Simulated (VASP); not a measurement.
CdSe (zinc blende):

```yaml
crystal:
  lattice:
    - [0.00000, 3.02500, 3.02500]
    - [3.02500, 0.00000, 3.02500]
    - [3.02500, 3.02500, 0.00000]
  atoms:
    - { symbol: Cd, position: [0.00000, 0.00000, 0.00000] }
    - { symbol: Se, position: [0.25000, 0.25000, 0.25000] }
```

The lowest empty band near Γ, direction [100], from mBJ (TB09) with spin-orbit coupling in VASP (PAW); its two spin partners are averaged. The gap over the points computed is 1.87 eV, and the next band on that side lies 4.53 eV away at the edge.

Settings: 400 eV cut-off, 9×9×9 Γ-centred mesh, Gaussian smearing of 0.050 eV, potentials Cd Se.

```
distance from the edge in k (1/Å)  distance in energy (meV)
---------------------------------  ------------------------
0.012                                                   3.3
0.018                                                   7.4
0.025                                                  14.2
0.035                                                  27.5
0.050                                                  55.5
0.070                                                 106.1
```

Task: Fit E(1 + αE) = ħ²k²/2m* (ħ²/2m0 = 3.810 eV Å²) and predict the row at 0.095 1/Å.

Result: Least squares on the energies gives the electron mass m* = 0.167 m0 and α = 0.51 per eV, and so 188.0 meV. The run gave 188.4 meV, +0.4 meV from the fit.

Left out are points under 3 meV from the edge, since the levels carry 0.1 meV, and points farther than half the way to the next band.

The compound is CdSe in the zinc blende structure, whereas wurtzite is the usual form. The cell was not relaxed at this level.
